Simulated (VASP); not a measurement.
These are PBE GGA, VASP's PBE PAW potentials (set 64) (plane waves; VASP 6.6.1) values and carry that method's errors.

VASP input:

**POSCAR**
```
Re
1
    1.3800000000    -2.3902300000     0.0000000000
    1.3800000000     2.3902300000     0.0000000000
    0.0000000000     0.0000000000     4.4600000000
Re
2
Direct
  0.3333330000   0.6666670000   0.2500000000
  0.6666670000   0.3333330000   0.7500000000
```

**INCAR**
```
# general
SYSTEM  = Re
PREC    = Accurate
ENCUT   = 400
LREAL   = .FALSE.
LASPH   = .TRUE.

# electronic loop
EDIFF   = 1E-3
NELM    = 100
ALGO    = Normal
LMAXMIX = 6

# smearing
ISMEAR  = 1
SIGMA   = 0.1

# functional
GGA     = PE

# ions
ISIF    = 2

# output
LWAVE   = .FALSE.
LCHARG  = .FALSE.
```

KPOINTS:
```
Automatic mesh
0
Gamma
14 14 8
0 0 0
```

POTCAR, in this order: Re (PBE.64 set). Program: vasp_std.

The resulting files:

OSZICAR:
```
       N       E                     dE             d eps       ncg     rms          rms(c)
DAV:   1     0.187819472171E+02    0.18782E+02   -0.61683E+03  5055   0.143E+03
DAV:   2    -0.221331604588E+02   -0.40915E+02   -0.35302E+02  4507   0.329E+02
DAV:   3    -0.260537683298E+02   -0.39206E+01   -0.32921E+01  4672   0.149E+02
DAV:   4    -0.262309988031E+02   -0.17723E+00   -0.16225E+00  4843   0.158E+01
DAV:   5    -0.262382943863E+02   -0.72956E-02   -0.66412E-02  4571   0.202E+00    0.429E+01
DAV:   6    -0.252146596546E+02    0.10236E+01   -0.98697E-01  4872   0.309E+01    0.176E+01
DAV:   7    -0.248584566466E+02    0.35620E+00   -0.73181E-01  5092   0.254E+01    0.692E-01
DAV:   8    -0.248448137471E+02    0.13643E-01   -0.77525E-03  3648   0.133E+00    0.359E-01
DAV:   9    -0.248442881367E+02    0.52561E-03   -0.51207E-03  3185   0.887E-01
   1 F= -.24844288E+02 E0= -.24844581E+02  d E =0.879139E-03
```

OUTCAR:
```
------------------------ aborting loop because EDIFF is reached ----------------------------------------
  FORCE on cell =-STRESS in cart. coord.  units (eV):
  Direction    XX          YY          ZZ          XY          YZ          ZX
  --------------------------------------------------------------------------------------
  Total        1.0472040      1.0472039      1.1888133      0.0000000      0.0000000      0.0000000
  in kB       57.0240717     57.0240663     64.7352164      0.0000000      0.0000000      0.0000000
  external PRESSURE =      59.5944515 kB  Pullay stress =       0.0000000 kB
  volume of cell :       29.42
      direct lattice vectors                 reciprocal lattice vectors
     1.380000000 -2.390230000  0.000000000     0.362318841 -0.209184890  0.000000000
     1.380000000  2.390230000  0.000000000     0.362318841  0.209184890  0.000000000
     0.000000000  0.000000000  4.460000000     0.000000000  0.000000000  0.224215247
 POSITION                                       TOTAL-FORCE (eV/Angst)
 -----------------------------------------------------------------------------------
      1.38000      0.79674      1.11500         0.000000     -0.000000      0.000000
      1.38000     -0.79674      3.34500        -0.000000      0.000000      0.000000
 -----------------------------------------------------------------------------------
    total drift:                               -0.000000      0.000008     -0.000016
  FREE ENERGIE OF THE ION-ELECTRON SYSTEM (eV)
  ---------------------------------------------------
  free  energy   TOTEN  =       -24.8442881367 eV

  energy  without entropy=      -24.8451672755  energy(sigma->0) =      -24.84458118
```
(Selected blocks of OUTCAR.)

**OUTCAR**
```
 val. band max:        7.8239757282   @ k =   0.1429   0.0714   0.0000

 cond. band min:       7.8466454959   @ k =   0.2143   0.1429   0.5000


 Fermi energy:         7.8405101475

 k-point     1 :       0.0000    0.0000    0.0000
  band No.  band energies     occupation
      1      -1.9793      2.00000
      2       1.2617      2.00000
      3       6.2940      2.00000
      4       6.3058      2.00000
      5       6.3058      2.00000
      6       7.1402      2.00000
      7       7.1402      2.00000
      8       8.0736     -0.00477
      9       8.0738     -0.00473
     10       8.4967     -0.00000
     11      11.2433      0.00000

 k-point     2 :       0.0714    0.0000    0.0000
  band No.  band energies     occupation
      1      -1.7704      2.00000
      2       1.4579      2.00000
      3       5.8184      2.00000
      4       6.4973      2.00000
      5       6.7103      2.00000
      6       6.9962      2.00000
      7       7.3212      2.00000
      8       7.5872      2.00199
      9       7.9131      0.06268
     10       8.0988     -0.00159
     11      11.3556      0.00000

 k-point     3 :       0.1429   -0.0000    0.0000
  band No.  band energies     occupation
      1      -1.1737      2.00000
      2       1.9800      2.00000
      3       5.2609      2.00000
      4       6.3122      2.00000
      5       6.5705      2.00000
      6       7.0609      2.00000
      7       7.2673      2.00000
      8       7.5204      2.00006
      9       7.7895      1.75108
     10       7.8509      0.82527
     11      11.5952      0.00000

 k-point     4 :       0.2143    0.0000    0.0000
  band No.  band energies     occupation
      1      -0.2876      2.00000
      2       2.5444      2.00000
      3       4.8748      2.00000
      4       5.0771      2.00000
      5       6.1849      2.00000
      6       7.0476      2.00000
      7       7.4238      2.00000
      8       7.9600     -0.07063
      9       8.0005     -0.04611
...
```

Unless said otherwise, spin-orbit coupling is left out, though it shifts the bands of the heavy elements here.

The compound is Re in the hcp structure. The cell was not relaxed at this level. The run is one of a series of settings (EDIFF = 1E-3 against the base run), some of them coarse on purpose.
